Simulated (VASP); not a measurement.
An input for Ansatz (written as the equivalent of a VASP run, and not itself run):

Ansatz 0.2 input:
```yaml
crystal:
  lattice:
    - [0.0000000, 3.1910211, 3.1910211]
    - [3.1910211, 0.0000000, 3.1910211]
    - [3.1910211, 3.1910211, 0.0000000]
  atoms:
    - { symbol: K, position: [0.0000000, 0.0000000, 0.0000000] }
    - { symbol: Cl, position: [0.5000000, 0.5000000, 0.5000000] }
kpoints:
  mp_grid: { grid: [7, 7, 7] }
hamiltonian:
  xc: pbe
  pseudopotentials: { kind: paw }
scf:
  occupations: { method: gaussian, width: 0.05 }
  max_iter: 100
relax:
  max_steps: 60
  f_tol: 0.01
  cell: {}
output: { forces: true, stress: true, eigenvalues: true }
```

Translate this input to VASP (INCAR, KPOINTS, POSCAR, choice of POTCAR).

One answer among several that fit: 
INCAR:
```
! general
SYSTEM = KCl
PREC   = Accurate
ENCUT  = 520   ! plane-wave cut-off (eV)
LREAL  = .FALSE.   ! projection in real space or not
LASPH  = .TRUE.

! electronic loop
EDIFF  = 1E-6
NELM   = 100   ! most electronic steps
ALGO   = Normal

! smearing
ISMEAR = 0   ! Gaussian
SIGMA  = 0.05

! functional
GGA    = PE   ! PBE

! ions
IBRION = 2   ! conjugate gradients
NSW    = 60
ISIF   = 3   ! ions, shape and volume
EDIFFG = -0.01   ! ionic stop

! output
LWAVE  = .FALSE.
LCHARG = .FALSE.
```

File KPOINTS:
```
Automatic mesh
0
Gamma
7 7 7
0 0 0
```

**POSCAR**
```
KCl
1.0
  0.0000000000   3.1910210683   3.1910210683
  3.1910210683   0.0000000000   3.1910210683
  3.1910210683   3.1910210683   0.0000000000
K Cl
1 1
Cartesian
  0.0000000000   0.0000000000   0.0000000000
  3.1910210683   3.1910210683   3.1910210683
```

POTCAR, in this order: K_sv Cl (PBE.64 set). Program: vasp_std.

The two are equivalent in intent, not identical: each code has its own PAW files, so the cut-off isn't converted (ENCUT is set for VASP's; basis.ecutwfc is left out, and Ansatz then takes the one that its files recommend); Ansatz stops its SCF on the density residual and VASP on the energy change (EDIFF).

The compound is KCl in the rock salt structure. It was relaxed first. The start is the result of an earlier pass.
